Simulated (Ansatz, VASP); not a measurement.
# Si in two plane-wave programs

Wanted: the spread between two codes on one cell, functional and k mesh. The cell is taken from a series of VASP runs on this material, whose earlier steps may have relaxed, scaled or displaced it; both programs get it as it stands.

Main program and level: Ansatz 0.2.0; plane waves, with VASP 6.6.1 beside it; relaxation of cell and atoms at PBE.

## Step 1: Starting point

Symmetry: Fd-3m, No. 227, cubic system. Conventional cell: a = 5.468 Å, b = 5.468 Å, c = 5.468 Å, α = 90.00°, β = 90.00°, γ = 90.00°. Nearest to Si lie 4 Si at 2.37 Å.

## Step 2: VASP: relaxation of cell and atoms, PBE

The relaxed volume is the usual yardstick between codes: its relative difference is about their pressure difference at one cell divided by the bulk modulus.

Lines of VASP's logs that name or quote its potential files are left out, and so is its time.

Contents of INCAR:

```
SYSTEM = Si
PREC = Accurate
ENCUT = 450
EDIFF = 1E-07
NELM = 120
ISMEAR = 0
SIGMA = 0.02
LREAL = .FALSE.
ALGO = Normal
GGA = PE
NBANDS = 10
LORBIT = 11
LWAVE = .FALSE.
LCHARG = .FALSE.
KPAR = 8
IBRION = 2
NSW = 40
ISIF = 3
EDIFFG = -0.005
POTIM = 0.4
```

Contents of POSCAR:

```
Si
1.0
    0.0000000000      2.7342232666      2.7342232666
    2.7342232666      0.0000000000      2.7342232666
    2.7342232666      2.7342232666      0.0000000000
Si
2
Direct
    0.0000000000      0.0000000000      0.0000000000
    0.2500000000      0.2500000000      0.2500000000
```

Contents of KPOINTS:

```
Automatic mesh
0
Gamma
10 10 10
0 0 0
```

PAW data sets: Si (PBE family, release 64).

The run is started by

```console
mpirun -np 8 vasp_std
```

Numbers of over 12 decimals in the logs are rounded to 6 here.

Log:

```text
[banner, memory and clock lines left out]
running    8 mpi-ranks, on    1 nodes
 distrk:  each k-point on    1 cores,    8 groups
 distr:  one band on    1 cores,    1 groups

 POSCAR found type information on POSCAR Si
 POSCAR found :  1 types and       2 ions
|                                                                             |
|           W    W    AA    RRRRR   N    N  II  N    N   GGGG   !!!           |
|           W    W   A  A   R    R  NN   N  II  NN   N  G    G  !!!           |
|           W    W  A    A  R    R  N N  N  II  N N  N  G       !!!           |
|           W WW W  AAAAAA  RRRRR   N  N N  II  N  N N  G  GGG   !            |
|           WW  WW  A    A  R   R   N   NN  II  N   NN  G    G                |
|           W    W  A    A  R    R  N    N  II  N    N   GGGG   !!!           |
|                                                                             |
|     For optimal performance we recommend to set                             |
|       NCORE = 2 up to number-of-cores-per-socket                            |
|     NCORE specifies how many cores store one orbital (NPAR=cpu/NCORE).      |
|     This setting can greatly improve the performance of VASP for DFT.       |
|     The default, NCORE=1 might be grossly inefficient on modern             |
|     multi-core architectures or massively parallel machines. Do your        |
|     Unfortunately you need to use the default for GW and RPA                |
|     calculations (for HF NCORE is supported but not extensively tested      |
|     yet).                                                                   |
|                                                                             |

 LDA part: xc-table for (Slater+PW92), standard interpolation
 POSCAR, INCAR and KPOINTS ok, starting setup
 FFT: planning ... GRIDC
 FFT: planning ... GRID_SOFT
 FFT: planning ... GRID
 WAVECAR not read
 entering main loop
       N       E                     dE             d eps       ncg     rms          rms(c)
DAV:   1     0.508140250601E+01    0.50814E+01   -0.30203E+03   940   0.547E+02
DAV:   2    -0.105739073353E+02   -0.15655E+02   -0.14648E+02  1272   0.783E+01
DAV:   3    -0.110141970827E+02   -0.44029E+00   -0.43949E+00  1232   0.119E+01
DAV:   4    -0.110174959230E+02   -0.32988E-02   -0.32984E-02  1174   0.115E+00
DAV:   5    -0.110175229019E+02   -0.26979E-04   -0.26979E-04  1186   0.960E-02    0.475E+00
DAV:   6    -0.109015146040E+02    0.11601E+00   -0.68909E-02  1054   0.115E+00    0.289E+00
DAV:   7    -0.108478051990E+02    0.53709E-01   -0.13342E-01  1080   0.172E+00    0.169E-01
DAV:   8    -0.108490063557E+02   -0.12012E-02   -0.48819E-03  1074   0.411E-01    0.797E-02
DAV:   9    -0.108492075803E+02   -0.20122E-03   -0.19668E-04  1190   0.911E-02    0.569E-02
DAV:  10    -0.108492321434E+02   -0.24563E-04   -0.23606E-05  1090   0.296E-02    0.538E-03
DAV:  11    -0.108492326525E+02   -0.50906E-06   -0.15139E-06  1196   0.702E-03    0.282E-03
DAV:  12    -0.108492328974E+02   -0.24495E-06   -0.44986E-07  1014   0.438E-03    0.856E-04
DAV:  13    -0.108492329061E+02   -0.86528E-08   -0.26680E-09   558   0.376E-04
   1 F= -.10849233E+02 E0= -.10849233E+02  d E =-.108492E+02
 curvature:   0.00 expect dE= 0.000E+00 dE for cont linesearch  0.000E+00
 trial: gam= 0.00000 g(F)=  0.396E-49 g(S)=  0.145E-06 ort = 0.000E+00 (trialstep = 0.100E+01)
 search vector abs. value=  0.145E-06
 reached required accuracy - stopping structural energy minimisation
```

OUTCAR, selected parts (step 2):

```text
ion  position               nearest neighbor table
   1  0.000  0.000  0.000-   2 2.37   2 2.37   2 2.37   2 2.37
   2  0.250  0.250  0.250-   1 2.37   1 2.37   1 2.37   1 2.37

  LATTYP: Found a face centered cubic cell.
 ALAT       =     5.4684465332

 Subroutine GETGRP returns: Found 48 space group operations
 (whereof 24 operations were pure point group operations)

The static configuration has the point symmetry T_d .
 The point group associated with its full space group is O_h .

 Found     47 irreducible k-points:

   k-points           NKPTS =     47   k-points in BZ     NKDIM =     47   number of bands    NBANDS=     10

   dimension x,y,z NGX =    28 NGY =   28 NGZ =   28
   dimension x,y,z NGXF=    56 NGYF=   56 NGZF=   56

   ENCUT  =  450.0 eV  33.07 Ry    5.75 a.u.   6.69  6.69  6.69*2*pi/ulx,y,z

   NELECT =       8.0000    total number of electrons

 k-points in reciprocal lattice and weights: Automatic mesh
   0.00000000  0.00000000  0.00000000       0.001
   0.10000000  0.00000000  0.00000000       0.008
   0.20000000  0.00000000  0.00000000       0.008
   0.30000000  0.00000000  0.00000000       0.008
   0.40000000  0.00000000  0.00000000       0.008
   0.50000000  0.00000000  0.00000000       0.004
   0.10000000  0.10000000  0.00000000       0.006
   0.20000000  0.10000000  0.00000000       0.024
   0.30000000  0.10000000  0.00000000       0.024
[...]
-0.30000000  0.40000000  0.20000000       0.024
  -0.30000000  0.50000000  0.20000000       0.012

 average (electrostatic) potential at core
       1 -83.4801       2 -83.4801

 E-fermi :   5.7408

 k-point     1 :       0.0000    0.0000    0.0000
  band No.  band energies     occupation
      1      -6.1980      2.00000
      2       5.6177      2.00000
      3       5.6177      2.00000
      4       5.6177      2.00000
      5       8.1747      0.00000
      6       8.1747      0.00000
      7       8.1747      0.00000
      8       8.7534      0.00000
      9      13.3273      0.00000
    ...

 k-point     2 :       0.1000    0.0000    0.0000
  band No.  band energies     occupation
      1      -6.0694      2.00000
      2       4.4757      2.00000
      3       5.4239      2.00000
      4       5.4239      2.00000
      5       8.1409      0.00000
      6       8.4605      0.00000
      7       8.4605      0.00000
      8       9.7231      0.00000
      9      12.9773      0.00000
    ...

 k-point     3 :       0.2000    0.0000    0.0000
  band No.  band energies     occupation
      1      -5.6899      2.00000
      2       2.6357      2.00000
      3       5.0501      2.00000
      4       5.0501      2.00000
      5       7.7709      0.00000
      6       8.9623      0.00000
      7       8.9623      0.00000
      8      11.4976      0.00000
      9      12.6665      0.00000
    ...

  Total        0.0015831      0.0015831      0.0015831     -0.0000000      0.0000000      0.0000000
  in kB        0.0620422      0.0620422      0.0620422     -0.0000000      0.0000000      0.0000000
  external PRESSURE =       0.0620422 kB  Pullay stress =       0.0000000 kB

  energy-cutoff  :      450.00
  volume of cell :       40.88
      direct lattice vectors                 reciprocal lattice vectors
     0.000000000  2.734223267  2.734223267    -0.182867290  0.182867290  0.182867290
     2.734223267  0.000000000  2.734223267     0.182867290 -0.182867290  0.182867290
     2.734223267  2.734223267  0.000000000     0.182867290  0.182867290 -0.182867290

 POSITION                                       TOTAL-FORCE (eV/Angst)
 -----------------------------------------------------------------------------------
      0.00000      0.00000      0.00000        -0.000000     -0.000000     -0.000000
      1.36711      1.36711      1.36711         0.000000      0.000000      0.000000
 -----------------------------------------------------------------------------------
    total drift:                                0.000000      0.000000     -0.000000

  FREE ENERGIE OF THE ION-ELECTRON SYSTEM (eV)
  ---------------------------------------------------
  free  energy   TOTEN  =       -10.8492329061 eV

  energy  without entropy=      -10.8492329061  energy(sigma->0) =      -10.84923291

 reached required accuracy - stopping structural energy minimisation

 total charge
# of ion       s       p       d       tot
------------------------------------------
    1        0.751   0.928   0.000   1.679
    2        0.751   0.928   0.000   1.679
--------------------------------------------------
tot          1.502   1.856   0.000   3.358

[... 3 further parts left out ...]
```

CONTCAR:

```
Si
   1.00000000000000
     0.0000000000000000    2.7342232665999999    2.7342232665999999
     2.7342232665999999    0.0000000000000000    2.7342232665999999
     2.7342232665999999    2.7342232665999999    0.0000000000000000
  Si
     2
Direct
     0.0000000000000000    0.0000000000000000    0.0000000000000000
     0.2500000000000000    0.2500000000000000    0.2500000000000000
```

The gap is read on the k-mesh alone, so it is an upper bound where the band edges lie off the mesh. The run keeps the 48 symmetry operations of its start, so it cannot find a distortion of lower symmetry.

## Step 3: Ansatz: relaxation of cell and atoms, PBE

Ansatz runs on its default PAW (the set named soft_2) files.

The same cell, functional, mesh and smearing now go to Ansatz, which takes its cutoff from its data sets.

Contents of input.yaml:

```yaml
crystal:
  lattice:
    - [0.0, 2.7342232666, 2.7342232666]
    - [2.7342232666, 0.0, 2.7342232666]
    - [2.7342232666, 2.7342232666, 0.0]
  atoms:
    - { symbol: Si, position: [0.0, 0.0, 0.0] }
    - { symbol: Si, position: [0.25, 0.25, 0.25] }
hamiltonian:
  xc: pbe
  pseudopotentials: { kind: paw }
kpoints:
  mp_grid: { grid: [10, 10, 10] }
scf:
  occupations: { method: gaussian, width: 0.02 }
relax:
  f_tol: 0.01
  max_steps: 60
  cell: { stress_tol: 0.05 }
output:
  forces: true
  stress: true
```

The run is started by

```console
ansatz run input.yaml --threads 4 --pin off --max-ram 9216MiB --backend cpu --events-out ev --progress --plain --runs-dir out
```

Log:

```text
Engine: ansatz 0.2.0, x86_64-unknown-linux-gnu
Pseudopotentials: kind: paw
Pseudopotential: Si, paw, valence charge 4, recommended cutoff 420 eV (normal), Si.paw.azcp
Functional definition: PBE
  parameter kappa = 0.804
  parameter beta = 0.066725
  exchange = pbe_x(kappa = kappa, mu = beta*pi^2/3)
  correlation = pbe_c(beta = beta)
Crystal: 2 atoms, lattice volume = 40.882 Å³
Basis set: ecut = 420 eV, 821 PW (Γ), exchange–correlation on 54×54×54 points (8 copies of the dense FFT grid, shifted against one another)
Bands: 8, of which v1, the nominal top of the filled ones, is band 4 counted from 1 (3 counted from 0)
Symmetry: 48 space group operations
Space group: Fd-3m (ITA 227), of the structure as read, at distance tolerance 3.4e-5 Å
k-points: 47 of 1000
Non-local potential: Si, projectors of the file, l = 0: 2, l = 1: 2, l = 2: 2
PAW form: soft (Blöchl's): semilocal exchange-correlation on the pseudo side does not see the compensation charge
PAW one-centre angular grid: Si, 110 points (default); XC on 64 Gauss nodes
Initial density: superposition of atomic densities (neutral atoms: chi_scale 0, normalization atom), corrected by the library's trained network
Initial wavefunctions: pseudopotential atomic-orbital guess
Functional: x = pbe(κ = 0.804, μ = 0.219515), c = pbe(β = 0.066725)
SCF iter   1: F=—  HF=-1271.619182 eV  |F-HF|=—  |Δ(HF+E_count)|=         —  Δρ=1.32e-3  dr2=4.58e-4  ethr=1.77e-3  ⟨swp⟩=6.2  Hψ=3413  notcnv=0
preconditioner: auto → none  [insulator: Δε(μ)=0.613 eV  Ē_g=9.378 eV  σ=0.020 eV  W_gap=1.00  n_scr=8 (ndim 8)  ℏωp=16.4 eV  f_vac=0.000  D(μ)=0.00/eV (n_scr^D=0)  ε∞_Penn≈4.1]
SCF iter   2: F=—  HF=-1271.619562 eV  |F-HF|=—  |Δ(HF+E_count)|=   3.80e-4  Δρ=5.30e-4  dr2=6.64e-5  ethr=5.73e-6  ⟨swp⟩=2.1  Hψ=962  notcnv=0
SCF iter   3: F=—  HF=-1271.619614 eV  |F-HF|=—  |Δ(HF+E_count)|=   5.19e-5  Δρ=1.02e-4  dr2=2.66e-6  ethr=8.30e-7  ⟨swp⟩=2.0  Hψ=564  notcnv=0
iter 4 did not close the SCF: its close was put off for the readings that it lacked (scf_convergence_deferred on its scf_iter line)
SCF iter   4: F=-1271.619616 eV  HF=-1271.619616 eV  |F-HF|=2.01e-8  |Δ(HF+E_count)|=   1.90e-6  Δρ=1.11e-5  dr2=3.08e-8  ethr=3.33e-8  ⟨swp⟩=2.0  Hψ=564  notcnv=0
iter 5 did not close the SCF: its close was put off for the readings that it lacked (scf_convergence_deferred on its scf_iter line)
SCF iter   5: F=-1271.619616 eV  HF=-1271.619616 eV  |F-HF|=2.31e-10  |Δ(HF+E_count)|=   2.46e-8  Δρ=8.56e-7  dr2=1.19e-10  ethr=3.85e-10  ⟨swp⟩=2.6  Hψ=554  notcnv=0
SCF iter   6: F=-1271.619616 eV  HF=-1271.619616 eV  |F-HF|=4.55e-13  |Δ(HF+E_count)|=  2.46e-10  Δρ=6.31e-8  dr2=1.10e-12  ethr=1.48e-12  ⟨swp⟩=1.0  Hψ=1127  notcnv=0
SCF 1 converged in 6 iterations: F = -1271.619616 eV  dr2 = 1.10e-12
  greatest PAW one-centre occupation: 0.633 electrons in one spin orbital (limit 2), on the Si atom at site 1 (counted from 0), in its partial waves of l = 0
relax step   1: F+E_penalty+E_count = -1271.61961606 eV  Δ(F+E_penalty+E_count) = +0.000e0 eV  max|allowed force component| = 1.850e-17 eV/Å  Δτ_max = 0.0000 Å  P = +0.087 GPa  Ω = 40.882 Å³  (6 SCF iters, dr2 threshold 1.00e-7 eV, accepted)
[...]
relax step   2: F+E_penalty+E_count = -1271.61962210 eV  Δ(F+E_penalty+E_count) = -6.035e-6 eV  max|allowed force component| = 2.429e-17 eV/Å  Δτ_max = 0.0000 Å  P = +0.020 GPa  Ω = 40.912 Å³  energy of the carried Pulay correction = -4.139e-6 eV  (3 SCF iters, dr2 threshold 1.88e-8 eV, accepted)
[...]
relax step   3: F+E_penalty+E_count = -1271.61962250 eV  Δ(F+E_penalty+E_count) = -4.032e-7 eV  max|allowed force component| = 6.014e-17 eV/Å  Δτ_max = 0.0000 Å  P = +0.020 GPa  Ω = 40.912 Å³  stress off target by 2.04e-2 GPa  SCF on the basis re-selected at this cell (its energy is not comparable with the rows above)  (4 SCF iters)
basis re-selected at this cell: Δ(F+E_penalty+E_count) = -4.032e-7 eV, ΔP = +0.000 GPa vs the last step (what re-selecting the basis moved, of the pressure what is left beyond the Pulay correction that the steps carried, after the strain that the cell walked since its last selection, with what the two solves' SCF thresholds leave and, on support functions, any second-order correction that the steps lacked; it is no m [...]
SCF converged after 4 iterations
Free energy (F): -1271.619622 eV
Harris-Foulkes:  -1271.619622 eV  (|F-HF|=2.27e-13)
Internal energy: -1271.619622 eV  (E = F + TS)
E sigma→0 (E₀):  -1271.619622 eV
Fermi energy:    6.313417 eV
--- Per-component energies (eV) ---
  E_band       = 8.028420
  E_kinetic    = 80.144946
  E_local      = -56.138278  (includes V_loc(G=0)·N_el)
  E_nonlocal   = 51.751231
  E_hartree    = 15.175304
  E_xc         = -110.124478
  E_vxc        = -93.156311  (∫ρ·V_xc dr)
  E_paw        = -1025.530366  (= ΣΔE_a)
  E_vpaw       = -4.923799  (= ΣTr[D̂ρ^β])
  E_aug_tail   = 0.000013  (compensation charges beyond the density's cutoff)
  E_ewald      = -226.897994
  E_smearing   = -0.000000  (= −TS)
  E_closure    = 0.000000  (closes the sum)
  Σ components = -1271.619622   (vs F -1271.619622, Δ=0.00e0)
--- Forces (eV/Å), atoms counted from 1 ---
  atom   1  Si     0.00000000    -0.00000000    -0.00000000
  atom   2  Si    -0.00000000    -0.00000000     0.00000000
  max |Σ_I F_I| component: 8.33e-17 eV/Å
--- Stress (GPa, compression-positive) ---
        0.020390      -0.000000      -0.000000
       -0.000000       0.020390      -0.000000
       -0.000000      -0.000000       0.020390
  P = ⅓ Tr σ = 0.0204 GPa (0.204 kbar)
--- Relaxed structure (2 steps of the walk, 2 accepted, 1 SCFs on fresh bases) ---
  F+E_penalty+E_count = -1271.61962250 eV   max|allowed force component| = 6.014e-17 eV/Å   (the final SCF, on the basis selected at the relaxed cell)
  cell:  # Å, volume = 40.9124 Å³
    - [0, 2.734902, 2.734902]
    - [2.734902, 0, 2.734902]
    - [2.734902, 2.734902, 0]
  atoms:
    - { symbol: Si, position: [0, 0, 0] }
    - { symbol: Si, position: [0.25, 0.25, 0.25] }
```

The job ended after 5.2 s (4 threads of INTEL XEON PLATINUM 8581C at 2.30GHz (Emerald Rapids), shared host; peak memory 0.39 GiB).

## Step 4: Side by side

Known differences besides the potentials themselves: both relaxations stop at a tolerance, which leaves soft axes loose, and VASP keeps its plane-wave basis; the cutoff is 420 eV in Ansatz and 450 eV in VASP; VASP leaves aspherical gradient terms in its spheres out (LASPH is not set), Ansatz keeps them; Ansatz adds a Pulay correction to the stress that steers its cell, VASP none. Total energies have different zeros and are not compared.

The two programs side by side:

| quantity | Ansatz | VASP | difference |
| --- | --- | --- | --- |
| volume (Å³) | 40.91 | 40.88 | +0.07 % |
| edge a after relaxation, in the typed setting (Å) | 3.868 | 3.867 | +0.02 % |

The walks stopped with 0.02 GPa left in Ansatz and 0.01 GPa in VASP; each walk ends within a tolerance, so the volume difference is uncertain by about these residues over the bulk modulus, most in soft cells.

## Step 5: Outcome

- difference in volume (relaxation of cell and atoms, PBE): 0.075 %

The difference in volume is 0.075 % (relaxation of cell and atoms, PBE), within the 1.2 % picked in this series as the mark of a large difference, as far as the stopping tolerances let one tell. How closely two codes agree says nothing of how well the functional describes the real material.

[Lines on the potential files, build, host, timing and source positions are cut from VASP's logs without a mark.]

[Logs are printed without paths, hosts, clocks, repeated set-up lines and the standing remarks that a program may print on its own settings, such as how far it seeks lower states.]

[Hosts, paths, dates, database ids (printed as entryN), source tags and the programs' standing remarks are cut or masked in the printed files.]
